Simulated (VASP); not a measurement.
All values below come from PBE GGA, VASP's PBE PAW potentials (set 64) (plane waves; VASP).

VASP ran on this input.

POSCAR:
```
CdS
1
    4.1821720000     0.0000000000     0.0000000000
   -2.0910860000     3.6218670000     0.0000000000
    0.0000000000     0.0000000000    13.6913580000
Cd S
4 4
Direct
  0.0000000000   0.0000000000   0.0000000000
  0.0000000000   0.0000000000   0.5000000000
  0.6666670000   0.3333330000   0.7501800000
  0.3333330000   0.6666670000   0.2501800000
  0.0000000000   0.0000000000   0.8121600000
  0.0000000000   0.0000000000   0.3121600000
  0.6666670000   0.3333330000   0.5632900000
  0.3333330000   0.6666670000   0.0632900000
```

INCAR:
```
SIGMA = 0.1   # width (eV)
LMAXMIX = 4   # l cut-off of mixed one-centre charges
ALGO = Normal
NELM = 100
EDIFF = 1E-6
LWAVE = .FALSE.
LREAL = .FALSE.
ISMEAR = 0   # Gaussian
LCHARG = .FALSE.
LASPH = .TRUE.   # aspherical one-centre terms
ENCUT = 300   # plane-wave cut-off (eV)
GGA = PE   # PBE
ISIF = 2
SYSTEM = CdS
PREC = Accurate
```

**KPOINTS**
```
Automatic
0
gamma
 6 6 2
```

POTCAR, in this order: Cd S (PBE.64 set). Program: vasp_std.

Q: What does the run give for the energy per atom (σ→0), band gap (on the k-mesh)?

A: 
* **energy per atom (σ→0)**: -3.070 eV/atom
* **band gap (on the k-mesh)**: 1.07 eV

### OSZICAR
```
...
DAV:   9    -0.245615098989E+02    0.38930E-03   -0.44891E-02  1294   0.189E+00    0.286E-01
DAV:  10    -0.245613140327E+02    0.19587E-03   -0.30463E-03  1403   0.524E-01    0.148E-01
DAV:  11    -0.245614880134E+02   -0.17398E-03   -0.40031E-04  1322   0.897E-02    0.102E-01
DAV:  12    -0.245617460423E+02   -0.25803E-03   -0.38754E-04  1271   0.854E-02    0.556E-02
DAV:  13    -0.245617529992E+02   -0.69569E-05   -0.11877E-04  1328   0.710E-02    0.139E-02
DAV:  14    -0.245617552739E+02   -0.22747E-05   -0.13701E-05  1309   0.157E-02    0.906E-03
DAV:  15    -0.245617560208E+02   -0.74688E-06   -0.95394E-07   916   0.383E-03
   1 F= -.24561756E+02 E0= -.24561756E+02  d E =-.378605E-11
```

The structure was generated: CdS was put into an ordered model structure, which need not be its known phase. The cell was not relaxed at this level.
